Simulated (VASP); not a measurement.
# AlN(110): relaxation, ionisation energy and affinity, part 2 of 3

Where do the bulk band edges lie against the vacuum outside AlN(110)? The cell is generated by rule, not measured, and may not be a known phase.

VASP 6.6.1, plane waves and PAW; the level of theory is named at each step.

So far, gap on the k-mesh (eV): step 3 (band edges of the bulk) 3.98.

The structure was built from a prototype and need not be the compound's stable phase.

## (4) Surface relaxation

This step: r2SCAN; plane waves and PAW (Al, N) (VASP 6.6.1).

System of this step: AlN(110). The cell holds 18 atoms: 9 Al and 9 N. Its edges and angles: a = 3.088 Å, b = 4.368 Å, c = 28.353 Å, α = 90.0°, β = 90.0°, γ = 90.0°. It derives from AlN. 9 layers, cut at this functional's lattice. Vacuum lies along c.

All atoms relax at the fixed cell.

File INCAR:

```
SYSTEM = AlN
PREC = Normal
ENCUT = 440
EDIFF = 1E-05
NELM = 120
ISMEAR = 0
SIGMA = 0.03
LREAL = Auto
ALGO = Normal
METAGGA = R2SCAN
LASPH = .TRUE.
NBANDS = 54
LORBIT = 11
LWAVE = .FALSE.
LCHARG = .FALSE.
KPAR = 4
IBRION = 2
NSW = 60
ISIF = 2
EDIFFG = -0.03
POTIM = 0.4
MAXMIX = 40
IDIPOL = 3
LDIPOL = .TRUE.
DIPOL = 0.5 0.5 0.5
```

File POSCAR:

```
AlN
1.0
    3.0883315628      0.0000000000      0.0000000000
    0.0000000000      4.3675603812      0.0000000000
    0.0000000000      0.0000000000     28.3533262512
Al N
9 9
Direct
    0.0000000000      0.0000000000      0.2821538400
    0.5000000000      0.5000000000      0.3366153800
    0.0000000000      0.0000000000      0.3910769200
    0.5000000000      0.5000000000      0.4455384600
    0.0000000000      0.0000000000      0.5000000000
    0.5000000000      0.5000000000      0.5544615400
    0.0000000000      0.0000000000      0.6089230800
    0.5000000000      0.5000000000      0.6633846200
    0.0000000000      0.0000000000      0.7178461600
    0.0000000000      0.7500000000      0.3366153800
    0.5000000000      0.2500000000      0.2821538400
    0.0000000000      0.7500000000      0.4455384600
    0.5000000000      0.2500000000      0.3910769200
    0.0000000000      0.7500000000      0.5544615400
    0.5000000000      0.2500000000      0.5000000000
    0.0000000000      0.7500000000      0.6633846200
    0.5000000000      0.2500000000      0.6089230800
    0.5000000000      0.2500000000      0.7178461600
```

File KPOINTS:

```
Automatic mesh
0
Gamma
8 6 1
0 0 0
```

PAW data sets: Al and N (PBE family, release 64).

Launch:

```sh
mpirun -np 4 vasp_std
```

What it wrote:

```text
[banner, memory and clock lines left out]
running    4 mpi-ranks, on    1 nodes
 distrk:  each k-point on    1 cores,    4 groups
 distr:  one band on    1 cores,    1 groups

 POSCAR found type information on POSCAR AlN
 POSCAR found :  2 types and      18 ions
 [... a notice as in an earlier step ...]

 LDA part: xc-table for (None), standard interpolation
 POSCAR, INCAR and KPOINTS ok, starting setup
 FFT: planning ... GRIDC
 FFT: planning ... GRID_SOFT
 FFT: planning ... GRID
 WAVECAR not read
 entering main loop
       N       E                     dE             d eps       ncg     rms          rms(c)
DAV:   1     0.363550815116E+03    0.36355E+03   -0.28410E+04  2216   0.984E+02
DAV:   2    -0.144487698153E+03   -0.50804E+03   -0.48766E+03  2886   0.243E+02
DAV:   3    -0.207953073962E+03   -0.63465E+02   -0.62780E+02  2608   0.896E+01
DAV:   4    -0.209921465818E+03   -0.19684E+01   -0.19645E+01  2760   0.191E+01
DAV:   5    -0.209971028402E+03   -0.49563E-01   -0.49545E-01  2808   0.276E+00    0.270E+01
DAV:   6    -0.166663137638E+03    0.43308E+02   -0.65182E+01  2602   0.273E+01    0.114E+01
DAV:   7    -0.167206369954E+03   -0.54323E+00   -0.56501E+00  2664   0.829E+00    0.732E+00
DAV:   8    -0.167291314577E+03   -0.84945E-01   -0.86436E-01  2640   0.419E+00    0.136E+00
DAV:   9    -0.167252672243E+03    0.38642E-01   -0.27253E-01  2660   0.188E+00    0.569E-01
DAV:  10    -0.167256063043E+03   -0.33908E-02   -0.18587E-02  2444   0.603E-01    0.360E-01
DAV:  11    -0.167259115942E+03   -0.30529E-02   -0.92659E-03  2500   0.445E-01    0.192E-01
DAV:  12    -0.167261920855E+03   -0.28049E-02   -0.39058E-03  2370   0.248E-01    0.775E-02
DAV:  13    -0.167263412338E+03   -0.14915E-02   -0.75642E-04  2312   0.121E-01    0.529E-02
DAV:  14    -0.167266066761E+03   -0.26544E-02   -0.14214E-03  2412   0.157E-01    0.294E-02
DAV:  15    -0.167266435189E+03   -0.36843E-03   -0.12983E-04  2400   0.595E-02    0.203E-02
DAV:  16    -0.167267025425E+03   -0.59024E-03   -0.16475E-04  2328   0.504E-02    0.122E-02
DAV:  17    -0.167267203589E+03   -0.17816E-03   -0.86191E-05  2154   0.290E-02    0.833E-03
DAV:  18    -0.167267340236E+03   -0.13665E-03   -0.39290E-05  2072   0.214E-02    0.538E-03
DAV:  19    -0.167267424697E+03   -0.84460E-04   -0.11788E-05  1922   0.142E-02    0.401E-03
DAV:  20    -0.167267515739E+03   -0.91043E-04   -0.57665E-06  1808   0.124E-02    0.255E-03
DAV:  21    -0.167267588223E+03   -0.72484E-04   -0.48408E-06  1818   0.111E-02    0.148E-03
DAV:  22    -0.167267620144E+03   -0.31920E-04   -0.16048E-06  1788   0.611E-03    0.139E-03
DAV:  23    -0.167267629330E+03   -0.91862E-05   -0.78370E-07  1748   0.517E-03
   1 F= -.16726763E+03 E0= -.16726763E+03  d E =-.167268E+03
 curvature:   0.00 expect dE= 0.000E+00 dE for cont linesearch  0.000E+00
 trial: gam= 0.00000 g(F)=  0.130E+01 g(S)=  0.000E+00 ort = 0.000E+00 (trialstep = 0.100E+01)
 search vector abs. value=  0.130E+01
 bond charge predicted
       N       E                     dE             d eps       ncg     rms          rms(c)
DAV:   1    -0.168058968568E+03   -0.79135E+00   -0.62670E+01  2214   0.315E+01    0.181E+00
DAV:   2    -0.168103682869E+03   -0.44714E-01   -0.12217E+00  2434   0.447E+00    0.150E+00
DAV:   3    -0.168075283363E+03    0.28400E-01   -0.10259E-01  2446   0.134E+00    0.753E-01
DAV:   4    -0.168079976078E+03   -0.46927E-02   -0.35892E-02  2314   0.838E-01    0.235E-01
DAV:   5    -0.168084423067E+03   -0.44470E-02   -0.96591E-03  2282   0.476E-01    0.951E-02
DAV:   6    -0.168085500170E+03   -0.10771E-02   -0.14824E-03  2412   0.197E-01    0.623E-02
DAV:   7    -0.168086188699E+03   -0.68853E-03   -0.58532E-04  2332   0.108E-01    0.265E-02
DAV:   8    -0.168086264840E+03   -0.76141E-04   -0.10755E-04  2498   0.588E-02    0.144E-02
DAV:   9    -0.168086333956E+03   -0.69116E-04   -0.33295E-05  2164   0.285E-02    0.819E-03
DAV:  10    -0.168086339060E+03   -0.51040E-05   -0.64467E-06  1920   0.130E-02
   2 F= -.16808634E+03 E0= -.16808634E+03  d E =-.818710E+00
[... from here on, the cycles between the ionic steps are left out ...]
   3 F= -.16812754E+03 E0= -.16812754E+03  d E =-.859914E+00
   4 F= -.16823652E+03 E0= -.16823652E+03  d E =-.108976E+00
   5 F= -.16824615E+03 E0= -.16824615E+03  d E =-.118603E+00
   6 F= -.16826053E+03 E0= -.16826053E+03  d E =-.143847E-01
   7 F= -.16826065E+03 E0= -.16826065E+03  d E =-.145052E-01
   8 F= -.16826582E+03 E0= -.16826582E+03  d E =-.517104E-02
   9 F= -.16826583E+03 E0= -.16826583E+03  d E =-.518155E-02
  10 F= -.16826838E+03 E0= -.16826838E+03  d E =-.254881E-02
  11 F= -.16826882E+03 E0= -.16826882E+03  d E =-.299103E-02
  12 F= -.16827038E+03 E0= -.16827038E+03  d E =-.155311E-02
  13 F= -.16827125E+03 E0= -.16827125E+03  d E =-.242993E-02
  14 F= -.16827221E+03 E0= -.16827221E+03  d E =-.953994E-03
  15 F= -.16827220E+03 E0= -.16827220E+03  d E =-.945113E-03
  16 F= -.16827240E+03 E0= -.16827240E+03  d E =-.197072E-03
  17 F= -.16827243E+03 E0= -.16827243E+03  d E =-.229082E-03
 curvature:  -1.16 expect dE=-0.157E-03 dE for cont linesearch -0.121E-06
 trial: gam= 0.31429 g(F)=  0.136E-03 g(S)=  0.000E+00 ort = 0.826E-05 (trialstep = 0.157E+01)
 search vector abs. value=  0.205E-03
 bond charge predicted
       N       E                     dE             d eps       ncg     rms          rms(c)
DAV:   1    -0.168272521597E+03   -0.97272E-04   -0.21469E-02  2328   0.655E-01    0.337E-02
DAV:   2    -0.168272359321E+03    0.16228E-03   -0.45554E-04  2344   0.103E-01    0.246E-02
DAV:   3    -0.168272362467E+03   -0.31461E-05   -0.64432E-05  2378   0.377E-02
  18 F= -.16827236E+03 E0= -.16827236E+03  d E =0.661951E-04
 trial-energy change:    0.000066  1 .order   -0.000092   -0.000217    0.000033
 step:   1.3623(harm=  1.3623)  dis= 0.00217  next Energy=  -168.272523 (dE=-0.942E-04)
 reached required accuracy - stopping structural energy minimisation
```

Wall time 17 min (4 MPI ranks of Intel Xeon Platinum 8259CL at 2.50GHz (Skylake/Cascade Lake), shared host); peak memory 1.5 GiB.

From OUTCAR (step 4):

```text
  LATTYP: Found a simple orthorhombic cell.
 ALAT       =     3.0883315628
 B/A-ratio  =     1.4142135624
 C/A-ratio  =     9.1807908816

 Subroutine GETGRP returns: Found  4 space group operations
 (whereof  4 operations were pure point group operations)

The static configuration has the point symmetry C_2v.

 Found     20 irreducible k-points:

   k-points           NKPTS =     20   k-points in BZ     NKDIM =     20   number of bands    NBANDS=     54

   dimension x,y,z NGX =    16 NGY =   24 NGZ =  150
   dimension x,y,z NGXF=    32 NGYF=   48 NGZF=  300

   ENCUT  =  440.0 eV  32.34 Ry    5.69 a.u.   5.28  7.47 48.49*2*pi/ulx,y,z

   NELECT =      72.0000    total number of electrons

 dipolmoment           0.000000      0.000000     -0.000000 electrons x Angstroem

 E-fermi :   0.2811

 k-point     1 :       0.0000    0.0000    0.0000
  band No.  band energies     occupation
    ...
     32      -0.6107      2.00000
     33      -0.5074      2.00000
     34      -0.4785      2.00000
     35      -0.2565      2.00000
     36      -0.2170      2.00000
     37       3.3422      0.00000
     38       3.5059      0.00000
     39       3.7814      0.00000
     40       4.5886      0.00000
     41       5.1888      0.00000
    ...

 k-point     2 :       0.1250    0.0000    0.0000
  band No.  band energies     occupation
    ...
     32      -0.9905      2.00000
     33      -0.8375      2.00000
     34      -0.7943      2.00000
     35      -0.2567      2.00000
     36      -0.1990      2.00000
     37       3.7274      0.00000
     38       3.8142      0.00000
     39       4.3923      0.00000
     40       5.1010      0.00000
     41       5.6017      0.00000
    ...

  Total        1.3123078     -2.3777286     -3.1638133      0.0000000      0.0000000      0.0000000
  in kB        5.4976799     -9.9610706    -13.2542323      0.0000000      0.0000000      0.0000000
  external PRESSURE =      -5.9058743 kB  Pullay stress =       0.0000000 kB

  energy-cutoff  :      440.00
  volume of cell :      382.44
      direct lattice vectors                 reciprocal lattice vectors
     3.088331563  0.000000000  0.000000000     0.323799430  0.000000000  0.000000000
     0.000000000  4.367560381  0.000000000     0.000000000  0.228960773  0.000000000
     0.000000000  0.000000000 28.353326251     0.000000000  0.000000000  0.035269231

 POSITION                                       TOTAL-FORCE (eV/Angst)
 -----------------------------------------------------------------------------------
      0.00000      0.16987      8.17786         0.000000      0.008713      0.004580
      1.54417      2.17186      9.48107         0.000000      0.000118      0.006836
      3.08833      4.35338     11.09075         0.000000      0.001712     -0.013086
      1.54417      2.16428     12.62423         0.000000      0.002062     -0.010905
      0.00000      4.35039     14.17666         0.000000      0.000192      0.000000
      1.54417      2.16428     15.72909         0.000000      0.002062      0.010905
      3.08833      4.35338     17.26258         0.000000      0.001712      0.013086
      1.54417      2.17186     18.87226         0.000000      0.000118     -0.006836
      0.00000      0.16987     20.17546         0.000000      0.008713     -0.004580
      0.00000      3.24918      9.52067         0.000000     -0.007938      0.017759
      1.54417      1.03757      8.00049        -0.000000     -0.007703      0.007613
      0.00000      3.25831     12.62774         0.000000      0.001251      0.011422
      1.54417      1.08231     11.07338        -0.000000      0.003122      0.010673
      0.00000      3.25831     15.72559         0.000000      0.001251     -0.011422
      1.54417      1.07599     14.17666         0.000000     -0.002867      0.000000
      3.08833      3.24918     18.83266         0.000000     -0.007938     -0.017759
      1.54417      1.08231     17.27995         0.000000      0.003122     -0.010673
      1.54417      1.03757     20.35284        -0.000000     -0.007703     -0.007613
 -----------------------------------------------------------------------------------
    total drift:                                0.000000      0.052240     -0.000022

  FREE ENERGIE OF THE ION-ELECTRON SYSTEM (eV)
  ---------------------------------------------------
  free  energy   TOTEN  =      -168.2723624667 eV

  energy  without entropy=     -168.2723624667  energy(sigma->0) =     -168.27236247

 vacuum level on the upper side and lower side of the slab         5.372         5.372

 total charge
# of ion       s       p       d       tot
------------------------------------------
    1        0.403   0.457   0.000   0.860
    2        0.367   0.453   0.000   0.820
    3        0.368   0.450   0.000   0.818
    4        0.369   0.453   0.000   0.822
    5        0.369   0.452   0.000   0.821
    6        0.369   0.453   0.000   0.822
    7        0.368   0.450   0.000   0.818
    8        0.367   0.453   0.000   0.820
    9        0.403   0.457   0.000   0.860
   10        1.241   2.634   0.000   3.875
   11        1.250   2.582   0.000   3.833
   12        1.237   2.636   0.000   3.874
   13        1.237   2.625   0.000   3.862
   14        1.237   2.636   0.000   3.874
   15        1.237   2.635   0.000   3.872
   16        1.241   2.634   0.000   3.875
   17        1.237   2.625   0.000   3.862
   18        1.250   2.582   0.000   3.833
--------------------------------------------------
tot         14.551  27.670   0.000  42.220

[... 1 part as in an earlier step ...]

[... 7 further parts left out ...]
```

CONTCAR:

```
AlN
   1.00000000000000
     3.0883315628000001    0.0000000000000000    0.0000000000000000
     0.0000000000000000    4.3675603811999997    0.0000000000000000
     0.0000000000000000    0.0000000000000000   28.3533262511999986
  Al              N
     9     9
Direct
     0.0000000000000000    0.0388938530115744    0.2884269945651574
     0.5000000000000000    0.4972708820032749    0.3343900577885295
     1.0000000000000000    0.9967538359762408    0.3911621712477888
     0.5000000000000000    0.4955359849991566    0.4452469282238488
     0.0000000000000000    0.9960691170377413    0.5000000000000000
     0.5000000000000000    0.4955359849991566    0.5547530717761511
     1.0000000000000000    0.9967538359762408    0.6088378287522110
     0.5000000000000000    0.4972708820032749    0.6656099422114705
     0.0000000000000000    0.0388938530115744    0.7115730054348427
     0.0000000000000000    0.7439346873199570    0.3357866932412683
     0.5000000000000000    0.2375638109084805    0.2821710656124745
     0.0000000000000000    0.7460250526949911    0.4453705676639634
     0.5000000000000000    0.2478075476970672    0.3905496228675428
     0.0000000000000000    0.7460250526949911    0.5546294323360367
     0.5000000000000000    0.2463595737407729    0.5000000000000000
     1.0000000000000000    0.7439346873199570    0.6642133067587319
     0.5000000000000000    0.2478075476970672    0.6094503771324574
     0.5000000000000000    0.2375638109084805    0.7178289343875258
```

The run keeps the 4 symmetry operations of its start, so it cannot find a distortion of lower symmetry.

Relaxation path:

```
step  energy less that of the first step (eV)  largest force (eV/Å)
   1                                   0.0000                3.3054
   2                                  -0.8187                1.1648
   3                                  -0.8599                0.9141
   4                                  -0.9689                0.3156
   5                                  -0.9785                0.4008
   6                                  -0.9929                0.2061
   7                                  -0.9930                0.1936
   8                                  -0.9982                0.1195
   9                                  -0.9982                0.1163
  10                                  -1.0008                0.0707
  11                                  -1.0012                0.0749
  12                                  -1.0027                0.0650
  13                                  -1.0036                0.0563
  14                                  -1.0046                0.0341
  15                                  -1.0046                0.0376
  16                                  -1.0048                0.0360
  17                                  -1.0048                0.0326
  18                                  -1.0047                0.0195
```

The atoms that moved most (Å):

```
atom     dx      dy      dz  length
 Al9  0.000   0.170  -0.178   0.246
 Al1  0.000   0.170   0.178   0.246
 Al2  0.000  -0.012  -0.063   0.064
 Al8  0.000  -0.012   0.063   0.064
 N11  0.000  -0.054   0.000   0.054
 N18  0.000  -0.054   0.000   0.054
 N10  0.000  -0.026  -0.023   0.035
 N16  0.000  -0.026   0.023   0.035
```

The relaxed structure:

```
Al N
1.0
     3.08833    0.00000    0.00000
     0.00000    4.36756    0.00000
     0.00000    0.00000   28.35333
Al N
9 9
Direct
  0.00000 0.03889 0.28843
  0.50000 0.49727 0.33439
  0.00000 0.99675 0.39116
  0.50000 0.49554 0.44525
  0.00000 0.99607 0.50000
  0.50000 0.49554 0.55475
  0.00000 0.99675 0.60884
  0.50000 0.49727 0.66561
  0.00000 0.03889 0.71157
  0.00000 0.74393 0.33579
  0.50000 0.23756 0.28217
  0.00000 0.74603 0.44537
  0.50000 0.24781 0.39055
  0.00000 0.74603 0.55463
  0.50000 0.24636 0.50000
  0.00000 0.74393 0.66421
  0.50000 0.24781 0.60945
  0.50000 0.23756 0.71783
```

Numbers from this step:

```
electronic cycles              : 126
electrons                      : 72
free energy (TOTEN)            : -168.2724 eV
Fermi energy                   : 0.2811 eV
dipole moment                  : 0, 0, 0 e·Å
gap on the k-mesh              : 3.229 eV
least direct gap on the k-mesh : 3.409 eV
```

The run ended after 18 ionic steps, 1.005 eV below its first step, once the forces on the free atoms met EDIFFG = -0.03.

[end of part 2 of 3]

[Lines on the potential files, build, host, timing and source positions are cut from VASP's logs without a mark.]

[Logs are printed without paths, hosts, clocks, repeated set-up lines and the standing remarks that a program may print on its own settings, such as how far it seeks lower states.]

[Hosts, paths, dates, database ids (printed as entryN), source tags and the programs' standing remarks are cut or masked in the printed files.]

[Runs that stopped without an error message from VASP are left out.]
